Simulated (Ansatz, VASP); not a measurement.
**BN in two plane-wave programs**

Aim: how closely do two programs agree when they are given the same cell, functional and k mesh? The cell is taken from a series of runs on this material, whose earlier steps may have relaxed, scaled, displaced or heated it; both programs get it as it stands.

Calculated with Ansatz 0.2.0; plane waves, with VASP 6.6.1 beside it; zone-centre phonons at PBE with D3(BJ).

**1. Starting point**

Symmetry: P6_3/mmc, No. 194, hexagonal system. Conventional cell: a = 2.503 Å, b = 2.503 Å, c = 6.367 Å, α = 90.00°, β = 90.00°, γ = 120.00°. Nearest to B lie 3 N at 1.44 Å. N has 3 B at 1.44 Å nearest. Farther neighbours and most contacts between anions are not listed.

**2. VASP: zone-centre phonons, PBE with D3(BJ), pair 1**

Second derivatives magnify differences that forces hide, and they need a tight electronic threshold.

Lines of VASP's logs that name or quote its potential files are left out, and so is its time.

INCAR reads:

```
SYSTEM = BN
PREC = Accurate
ENCUT = 600
EDIFF = 1E-08
NELM = 120
ISMEAR = 0
SIGMA = 0.01
LREAL = .FALSE.
ALGO = Normal
GGA = PE
IVDW = 12
NBANDS = 14
LORBIT = 11
LWAVE = .FALSE.
LCHARG = .FALSE.
ISIF = 2
IBRION = 6
NFREE = 2
POTIM = 0.015
NSW = 1
LASPH = .TRUE.
GGA_COMPAT = .FALSE.
EFERMI = MIDGAP
KPAR = 2
```

POSCAR reads:

```
BN
1.0
    2.5025337053      0.0000000000      0.0000000000
   -1.2512668527      2.1672577626      0.0000000000
    0.0000000000      0.0000000000      6.3667785266
B N
2 2
Direct
    0.3333333333      0.6666666667      0.2500000000
    0.6666666667      0.3333333333      0.7500000000
    0.3333333333      0.6666666667      0.7500000000
    0.6666666667      0.3333333333      0.2500000000
```

KPOINTS reads:

```
Automatic mesh
0
Gamma
12 12 4
0 0 0
```

Potentials, in the order of the species: B and N (PBE family, release 64).

Launch:

```console
$ mpirun -np 2 vasp_std
```

Numbers of over 12 decimals in the logs are rounded to 6 here.

What it wrote:

```text
[banner, memory and clock lines left out]
running    2 mpi-ranks, on    1 nodes
 distrk:  each k-point on    1 cores,    2 groups
 distr:  one band on    1 cores,    1 groups

 POSCAR found type information on POSCAR B N
 POSCAR found :  2 types and       4 ions
 LDA part: xc-table for (Slater+PW92), standard interpolation
 POSCAR, INCAR and KPOINTS ok, starting setup
 FFT: planning ... GRIDC
 FFT: planning ... GRID_SOFT
 FFT: planning ... GRID
 WAVECAR not read
 entering main loop
       N       E                     dE             d eps       ncg     rms          rms(c)
DAV:   1     0.625053952898E+02    0.62505E+02   -0.87801E+03  1596   0.118E+03
DAV:   2    -0.343133138094E+02   -0.96819E+02   -0.87979E+02  2238   0.269E+02
DAV:   3    -0.386012646804E+02   -0.42880E+01   -0.42651E+01  2118   0.568E+01
DAV:   4    -0.386350510712E+02   -0.33786E-01   -0.33779E-01  1826   0.529E+00
DAV:   5    -0.386354201477E+02   -0.36908E-03   -0.36905E-03  2094   0.538E-01    0.112E+01
DAV:   6    -0.354673871875E+02    0.31680E+01   -0.62220E+00  1962   0.211E+01    0.503E+00
DAV:   7    -0.351976205394E+02    0.26977E+00   -0.54282E-01  2016   0.622E+00    0.313E+00
DAV:   8    -0.351266904576E+02    0.70930E-01   -0.25203E-01  1884   0.363E+00    0.451E-01
DAV:   9    -0.351221300740E+02    0.45604E-02   -0.15621E-02  1854   0.111E+00    0.193E-01
DAV:  10    -0.351229436671E+02   -0.81359E-03   -0.12209E-03  1776   0.286E-01    0.346E-02
DAV:  11    -0.351230305529E+02   -0.86886E-04   -0.11952E-04  1986   0.989E-02    0.242E-02
DAV:  12    -0.351230345085E+02   -0.39556E-05   -0.26930E-05  1716   0.432E-02    0.363E-03
DAV:  13    -0.351230346256E+02   -0.11714E-06   -0.10432E-06  2118   0.806E-03    0.919E-04
DAV:  14    -0.351230347169E+02   -0.91321E-07   -0.14799E-07  1716   0.295E-03    0.230E-04
DAV:  15    -0.351230347173E+02   -0.37994E-09   -0.40884E-09  1638   0.516E-04
   1 F= -.35717823E+02 E0= -.35717823E+02  d E =0.000000E+00
[... from here on, the cycles between the ionic steps are left out ...]
   2 F= -.35713156E+02 E0= -.35713156E+02  d E =0.000000E+00
   3 F= -.35713156E+02 E0= -.35713156E+02  d E =0.000000E+00
   4 F= -.35716345E+02 E0= -.35716345E+02  d E =0.000000E+00
   5 F= -.35716345E+02 E0= -.35716345E+02  d E =0.000000E+00
   6 F= -.35713145E+02 E0= -.35713145E+02  d E =0.000000E+00
   7 F= -.35713145E+02 E0= -.35713145E+02  d E =0.000000E+00
   8 F= -.35716307E+02 E0= -.35716307E+02  d E =0.000000E+00
 Finite differences progress:
  Degree of freedom:   4/  4
  Displacement:        1/  2
  Total:               7/  8
 bond charge predicted
       N       E                     dE             d eps       ncg     rms          rms(c)
DAV:   1    -0.351238227066E+02   -0.23073E-02   -0.33318E+00  1932   0.141E+01    0.264E-01
DAV:   2    -0.351222340701E+02    0.15886E-02   -0.17224E-02  2454   0.141E+00    0.161E-01
DAV:   3    -0.351214743286E+02    0.75974E-03   -0.19780E-03  2454   0.452E-01    0.399E-02
DAV:   4    -0.351215130431E+02   -0.38714E-04   -0.41043E-04  2058   0.153E-01    0.110E-02
DAV:   5    -0.351215148550E+02   -0.18120E-05   -0.37805E-06  2598   0.176E-02    0.495E-03
DAV:   6    -0.351215154006E+02   -0.54555E-06   -0.96212E-07  2256   0.848E-03    0.844E-04
DAV:   7    -0.351215154236E+02   -0.22996E-07   -0.59399E-08  2286   0.215E-03    0.263E-04
DAV:   8    -0.351215154259E+02   -0.23549E-08   -0.32152E-09  1368   0.522E-04
   9 F= -.35716307E+02 E0= -.35716307E+02  d E =0.000000E+00
 Finite differences progress:
  Degree of freedom:   4/  4
  Displacement:        2/  2
  Total:               8/  8
```

Parts of OUTCAR (step 2):

```text
ion  position               nearest neighbor table
   1  0.333  0.667  0.250-   4 1.44   4 1.44   4 1.44
   2  0.667  0.333  0.750-   3 1.44   3 1.44   3 1.44
   3  0.333  0.667  0.750-   2 1.44   2 1.44   2 1.44
   4  0.667  0.333  0.250-   1 1.44   1 1.44   1 1.44

  LATTYP: Found a hexagonal cell.
 ALAT       =     2.5025337053
 C/A-ratio  =     2.5441329774

 Subroutine GETGRP returns: Found 24 space group operations
 (whereof 12 operations were pure point group operations)

The static configuration has the point symmetry D_3d.
 The point group associated with its full space group is D_6h.

 Found     57 irreducible k-points:

   k-points           NKPTS =     57   k-points in BZ     NKDIM =     57   number of bands    NBANDS=     14

   dimension x,y,z NGX =    20 NGY =   20 NGZ =   54
   dimension x,y,z NGXF=    40 NGYF=   40 NGZF=  108

   ENCUT  =  600.0 eV  44.10 Ry    6.64 a.u.   5.00  5.00 12.72*2*pi/ulx,y,z

   NELECT =      16.0000    total number of electrons

 k-points in reciprocal lattice and weights: Automatic mesh
   0.00000000  0.00000000  0.00000000       0.002
   0.08333333 -0.00000000  0.00000000       0.010
   0.16666667  0.00000000  0.00000000       0.010
   0.25000000  0.00000000  0.00000000       0.010
   0.33333333 -0.00000000  0.00000000       0.010
   0.41666667  0.00000000  0.00000000       0.010
   0.50000000  0.00000000  0.00000000       0.005
   0.08333333  0.08333333  0.00000000       0.010
   0.16666667  0.08333333  0.00000000       0.021
[...]
0.33333333  0.25000000  0.50000000       0.021
   0.33333333  0.33333333  0.50000000       0.003

 Edisp (eV)   -0.59479

 average (electrostatic) potential at core
       1 -28.6191       2 -28.6195       3 -64.5108       4 -64.5108

 E-fermi :   4.7595

 k-point     1 :       0.0000    0.0000    0.0000
  band No.  band energies     occupation
    ...
      4      -1.2001      2.00000
      5       1.2965      2.00000
      6       1.2965      2.00000
      7       1.3527      2.00000
      8       1.3527      2.00000
      9       8.1752      0.00000
     10      13.4419      0.00000
     11      14.1666      0.00000
     12      14.1666      0.00000
     13      14.3388      0.00000
    ...

 k-point     2 :       0.0833   -0.0000    0.0000
  band No.  band energies     occupation
    ...
      4      -1.0347      2.00000
      5       0.7363      2.00000
      6       0.7902      2.00000
      7       1.0340      2.00000
      8       1.0961      2.00000
      9       8.4248      0.00000
     10      13.3007      0.00000
     11      14.0184      0.00000
     12      14.2658      0.00000
     13      14.7626      0.00000
    ...

 k-point     3 :       0.1667    0.0000    0.0000
  band No.  band energies     occupation
    ...
      4      -0.6852      2.00000
      5      -0.6190      2.00000
      6      -0.5484      2.00000
      7       0.3968      2.00000
      8       0.4706      2.00000
      9       9.0703      0.00000
     10      12.7782      0.00000
     11      13.6191      0.00000
     12      13.7624      0.00000
     13      14.2090      0.00000
    ...

 Edisp (eV)   -0.59479

  Total       0.35827     0.35827     0.23996    -0.00000     0.00000    -0.00000
  in kB      16.62307    16.62307    11.13366    -0.00000     0.00000    -0.00000
  external pressure =       14.79 kB  Pullay stress =        0.00 kB

  energy-cutoff  :      600.00
  volume of cell :       34.53
      direct lattice vectors                 reciprocal lattice vectors
     2.502533705  0.000000000  0.000000000     0.399595018  0.230706291  0.000000000
    -1.251266853  2.167257763  0.000000000     0.000000000  0.461412582  0.000000000
     0.000000000  0.000000000  6.366778527     0.000000000  0.000000000  0.157065303

 POSITION                                       TOTAL-FORCE (eV/Angst)
 -----------------------------------------------------------------------------------
     -0.00000      1.44484      1.59169        -0.000000      0.000000      0.012744
      1.25127      0.72242      4.77508         0.000000      0.000000     -0.192803
     -0.00000      1.44484      4.76008         0.000000     -0.000000      0.202900
      1.25127      0.72242      1.59169         0.000000     -0.000000     -0.022840
 -----------------------------------------------------------------------------------
    total drift:                               -0.000000     -0.000000      0.000098

  FREE ENERGIE OF THE ION-ELECTRON SYSTEM (eV)
  ---------------------------------------------------
  free  energy   TOTEN  =       -35.7163066970 eV

  energy  without entropy=      -35.7163066970  energy(sigma->0) =      -35.71630670

 Eigenvectors and eigenvalues of the dynamical matrix
 ----------------------------------------------------

   1 f  =   40.802740 THz   256.371178 2PiTHz 1361.032911 cm-1   168.746498 meV
             X         Y         Z           dx          dy          dz
     -0.000000  1.444839  1.591695    -0.430352    0.310575    0.000000
      1.251267  0.722419  4.775084     0.430352   -0.310575    0.000000
     -0.000000  1.444839  4.775084    -0.378904    0.273446    0.000000
      1.251267  0.722419  1.591695     0.378904   -0.273446    0.000000

   2 f  =   40.802740 THz   256.371178 2PiTHz 1361.032911 cm-1   168.746498 meV
             X         Y         Z           dx          dy          dz
     -0.000000  1.444839  1.591695     0.310575    0.430352    0.000000
      1.251267  0.722419  4.775084    -0.310575   -0.430352    0.000000
     -0.000000  1.444839  4.775084     0.273446    0.378904   -0.000000
      1.251267  0.722419  1.591695    -0.273446   -0.378904   -0.000000

   3 f  =   40.796397 THz   256.331325 2PiTHz 1360.821338 cm-1   168.720267 meV
             X         Y         Z           dx          dy          dz
     -0.000000  1.444839  1.591695     0.430732   -0.310845   -0.000000
      1.251267  0.722419  4.775084     0.430732   -0.310845   -0.000000
     -0.000000  1.444839  4.775084    -0.378475    0.273133   -0.000000
      1.251267  0.722419  1.591695    -0.378475    0.273133   -0.000000

   4 f  =   40.796397 THz   256.331325 2PiTHz 1360.821338 cm-1   168.720267 meV
             X         Y         Z           dx          dy          dz
     -0.000000  1.444839  1.591695    -0.310845   -0.430732    0.000000
      1.251267  0.722419  4.775084    -0.310845   -0.430732   -0.000000
     -0.000000  1.444839  4.775084     0.273133    0.378475   -0.000000
      1.251267  0.722419  1.591695     0.273133    0.378475   -0.000000

   5 f  =   23.828560 THz   149.719255 2PiTHz  794.835190 cm-1    98.546959 meV
             X         Y         Z           dx          dy          dz
     -0.000000  1.444839  1.591695     0.000000    0.000000    0.527651
      1.251267  0.722419  4.775084    -0.000000   -0.000000   -0.527651
     -0.000000  1.444839  4.775084    -0.000000   -0.000000    0.470727
      1.251267  0.722419  1.591695     0.000000    0.000000   -0.470727

   6 f  =   21.927950 THz   137.777371 2PiTHz  731.437668 cm-1    90.686672 meV
             X         Y         Z           dx          dy          dz
     -0.000000  1.444839  1.591695     0.000000    0.000000   -0.531152
      1.251267  0.722419  4.775084    -0.000000   -0.000000   -0.531152
     -0.000000  1.444839  4.775084    -0.000000   -0.000000    0.466774
      1.251267  0.722419  1.591695     0.000000    0.000000    0.466774

   7 f  =    4.457035 THz    28.004379 2PiTHz  148.670696 cm-1    18.432809 meV
             X         Y         Z           dx          dy          dz
     -0.000000  1.444839  1.591695     0.000000    0.000000   -0.470727
      1.251267  0.722419  4.775084    -0.000000   -0.000000    0.470727
     -0.000000  1.444839  4.775084    -0.000000   -0.000000    0.527651
      1.251267  0.722419  1.591695     0.000000    0.000000   -0.527651

   8 f  =    1.674735 THz    10.522667 2PiTHz   55.863131 cm-1     6.926142 meV
             X         Y         Z           dx          dy          dz
     -0.000000  1.444839  1.591695    -0.377900    0.274832   -0.000000
      1.251267  0.722419  4.775084     0.377900   -0.274832   -0.000000
     -0.000000  1.444839  4.775084     0.429212   -0.312149   -0.000000
      1.251267  0.722419  1.591695    -0.429212    0.312149   -0.000000

   9 f  =    1.674735 THz    10.522667 2PiTHz   55.863131 cm-1     6.926142 meV
             X         Y         Z           dx          dy          dz
     -0.000000  1.444839  1.591695     0.274832    0.377900    0.000000
      1.251267  0.722419  4.775084    -0.274832   -0.377900    0.000000
     -0.000000  1.444839  4.775084    -0.312149   -0.429212    0.000000
      1.251267  0.722419  1.591695     0.312149    0.429212    0.000000

  10 f/i=    0.000856 THz     0.005380 2PiTHz    0.028561 cm-1     0.003541 meV
             X         Y         Z           dx          dy          dz
     -0.000000  1.444839  1.591695    -0.000000   -0.000000   -0.466774
      1.251267  0.722419  4.775084    -0.000000   -0.000000   -0.466774
     -0.000000  1.444839  4.775084    -0.000000   -0.000000   -0.531152
      1.251267  0.722419  1.591695    -0.000000   -0.000000   -0.531152

  11 f/i=    0.001100 THz     0.006912 2PiTHz    0.036694 cm-1     0.004550 meV
             X         Y         Z           dx          dy          dz
     -0.000000  1.444839  1.591695    -0.024348    0.466103   -0.000000
      1.251267  0.722419  4.775084    -0.024348    0.466103   -0.000000
     -0.000000  1.444839  4.775084    -0.027709    0.530459   -0.000000
      1.251267  0.722419  1.591695    -0.027709    0.530459   -0.000000

  12 f/i=    0.001100 THz     0.006912 2PiTHz    0.036694 cm-1     0.004550 meV
             X         Y         Z           dx          dy          dz
     -0.000000  1.444839  1.591695     0.466103    0.024348   -0.000000
      1.251267  0.722419  4.775084     0.466103    0.024348   -0.000000
     -0.000000  1.444839  4.775084     0.530459    0.027709   -0.000000
      1.251267  0.722419  1.591695     0.530459    0.027709   -0.000000

 ELASTIC MODULI CONTR FROM IONIC RELAXATION (kBar)
 Direction    XX          YY          ZZ          XY          YZ          ZX
 --------------------------------------------------------------------------------
 XX        -384.5927    384.5927      0.0000      0.0000      0.0000     -0.0000
 YY         384.5927   -384.5927     -0.0000      0.0000      0.0000      0.0000
 ZZ           0.0000     -0.0000     -0.0000     -0.0000      0.0000     -0.0000
 XY           0.0000      0.0000     -0.0000   -384.5927      0.0000      0.0000
 YZ           0.0000      0.0000      0.0000      0.0000      0.0000      0.0000
 ZX          -0.0000      0.0000     -0.0000      0.0000      0.0000     -0.0000
 --------------------------------------------------------------------------------

 total charge
# of ion       s       p       d       tot
------------------------------------------
    1        0.746   1.428   0.000   2.174
    2        0.746   1.428   0.000   2.174
    3        1.224   2.791   0.000   4.015
    4        1.224   2.791   0.000   4.015
--------------------------------------------------
tot          3.938   8.438   0.000  12.377

[... 3 further parts left out ...]
```

CONTCAR:

```
BN
   1.00000000000000
     2.5025337052999999    0.0000000000000000    0.0000000000000000
    -1.2512668526999999    2.1672577625999998    0.0000000000000000
     0.0000000000000000    0.0000000000000000    6.3667785266000001
  B               N
     2     2
Direct
     0.3333333332999970    0.6666666667000030    0.2500000000000000
     0.6666666667000030    0.3333333332999970    0.7500000000000000
     0.3333333332999970    0.6666666667000030    0.7476440204512642
     0.6666666667000030    0.3333333332999970    0.2500000000000000
```

The last energy, forces, stress and levels in OUTCAR belong to the last displaced cell, not to the cell of POSCAR.

Levels, forces or a CONTCAR printed for this step are those of its last displaced cell, not of the structure at rest.

[end of part 1 of 3]

[Lines on the potential files, build, host, timing and source positions are cut from VASP's logs without a mark.]

[Logs are printed without paths, hosts, clocks, repeated set-up lines and the standing remarks that a program may print on its own settings, such as how far it seeks lower states.]

[Hosts, paths, dates, database ids (printed as entryN), source tags and the programs' standing remarks are cut or masked in the printed files.]
